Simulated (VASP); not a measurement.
Input for VASP

**POSCAR**
```
NiSi2
2.7535190
  0.0000000000   0.9999998704   0.9999998704
  0.9999998704   0.0000000000   0.9999998704
  0.9999998704   0.9999998704   0.0000000000
Si Ni
2 1
Direct
  0.2500000000   0.2500000000   0.2500000000
  0.7500000000   0.7500000000   0.7500000000
  0.0000000000   0.0000000000   0.0000000000
```

**INCAR**
```
! general
SYSTEM =NiSi2
PREC   =Accurate
ENCUT  =520   ! plane-wave cut-off (eV)
LREAL  =.FALSE.
LASPH  =.TRUE.   ! aspherical one-centre terms

! electronic loop
EDIFF  =1E-7
NELM   =100   ! most electronic steps
ALGO   =Normal   ! blocked Davidson
LMAXMIX=4   ! l cut-off of mixed one-centre charges

! smearing
ISMEAR =1   ! Methfessel-Paxton
SIGMA  =0.1

! functional
GGA    =PE   ! PBE

! ions
ISIF   =2   ! forces and stress, cell fixed

! output
LWAVE  =.FALSE.
LCHARG =.FALSE.
```

File KPOINTS:
```
Automatic mesh
0
Gamma
10 10 10
0 0 0
```

POTCAR, in this order: Si Ni (PBE.64 set). Program: vasp_std.

Task: Write an equivalent input for Quantum ESPRESSO's pw.x.

Result: One equivalent input (not run):
```
&CONTROL
  calculation = 'scf'
  pseudo_dir = './pseudo'
  outdir = './out'
  tprnfor = .true.
  tstress = .true.
/
&SYSTEM
  ibrav = 0
  nat = 3
  ntyp = 2
  ecutwfc = 98
  occupations = 'smearing'
  smearing = 'methfessel-paxton'
  degauss = 0.00735
  input_dft = 'pbe'
/
&ELECTRONS
  conv_thr = 7.3e-09
  electron_maxstep = 100
/
ATOMIC_SPECIES
  Si 28.085 Si.upf
  Ni 58.693 Ni.upf
CELL_PARAMETERS angstrom
     0.0000000    2.7535186    2.7535186
     2.7535186    0.0000000    2.7535186
     2.7535186    2.7535186    0.0000000
ATOMIC_POSITIONS crystal
  Si   0.2500000  0.2500000  0.2500000
  Si   0.7500000  0.7500000  0.7500000
  Ni   0.0000000  0.0000000  0.0000000
K_POINTS automatic
  10 10 10 0 0 0
```
The two are equivalent in intent, not identical: the potentials are each code's own (VASP's PAW set, PseudoDojo norm-conserving files in pw.x), so ENCUT and ecutwfc are chosen apart and not converted; conv_thr bounds pw.x's estimated SCF error, while EDIFF bounds the energy change between steps.

The compound is NiSi2 in the fluorite structure. This cell is one point of a volume scan, at 1.03 of the reference volume.
